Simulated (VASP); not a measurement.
A VASP calculation is set up with these files.

KPOINTS:
```
kpoints
0
Gamma
5 5 7
```

### POSCAR
```
SnO2
1
    4.7284493790     0.0000000000     0.0000000000
   -0.0000000000     4.7284493790     0.0000000000
    0.0000000000     0.0000000000     3.2092267862
Sn O
2 4
Direct
  0.0000000000   0.0000000000   0.0000000000
  0.5000000000   0.5000000000   0.5000000000
  0.3055244886   0.3055244886   0.0000000000
  0.8055244886   0.1944755114   0.5000000000
  0.1944755114   0.8055244886   0.5000000000
  0.6944755114   0.6944755114   1.0000000000
```

INCAR:
```
! general
SYSTEM  = SnO2
PREC    = Accurate
ENCUT   = 620
LREAL   = .FALSE.   ! projection in real space or not
LASPH   = .TRUE.   ! aspherical one-centre terms

! electronic loop
EDIFF   = 1E-6   ! SCF stop (eV)
NELM    = 100
ALGO    = Normal   ! blocked Davidson
LMAXMIX = 4   ! l cut-off of mixed one-centre charges

! smearing
ISMEAR  = 0   ! Gaussian
SIGMA   = 0.05   ! width (eV)

! functional
GGA     = PE

! ions
IBRION  = 2   ! conjugate gradients
NSW     = 40   ! most ionic steps
ISIF    = 3   ! ions, shape and volume
EDIFFG  = -0.02   ! ionic stop
PSTRESS = 100   ! kbar

! output
LWAVE   = .FALSE.
LCHARG  = .FALSE.
```

POTCAR, in this order: Sn_d O (PBE.64 set). Program: vasp_std.

### Question
Write an equivalent input for Ansatz.

### Answer
One equivalent input (not run):
Ansatz 0.2 input:
```yaml
crystal:
  lattice:
    - [4.7284494, 0.0000000, 0.0000000]
    - [0.0000000, 4.7284494, 0.0000000]
    - [0.0000000, 0.0000000, 3.2092268]
  atoms:
    - { symbol: Sn, position: [0.0000000, 0.0000000, 0.0000000] }
    - { symbol: Sn, position: [0.5000000, 0.5000000, 0.5000000] }
    - { symbol: O, position: [0.3055245, 0.3055245, 0.0000000] }
    - { symbol: O, position: [0.8055245, 0.1944755, 0.5000000] }
    - { symbol: O, position: [0.1944755, 0.8055245, 0.5000000] }
    - { symbol: O, position: [0.6944755, 0.6944755, 1.0000000] }
kpoints:
  mp_grid: { grid: [5, 5, 7] }
hamiltonian:
  xc: pbe
  pseudopotentials: { kind: paw }
scf:
  occupations: { method: gaussian, width: 0.05 }
  max_iter: 100
relax:
  max_steps: 40
  f_tol: 0.02
  cell: { p_target: 10 }
output: { forces: true, stress: true, eigenvalues: true }
```
Limits of the translation: each code has its own PAW files, so the cut-off isn't converted (ENCUT is set for VASP's; basis.ecutwfc is left out, and Ansatz then takes the one that its files recommend); Ansatz stops its SCF on the density residual and VASP on the energy change (EDIFF).

The compound is SnO2 in the rutile structure. This run relaxes it under an external pressure of 10 GPa. Symmetry was kept, so distortions that lower it aren't found.
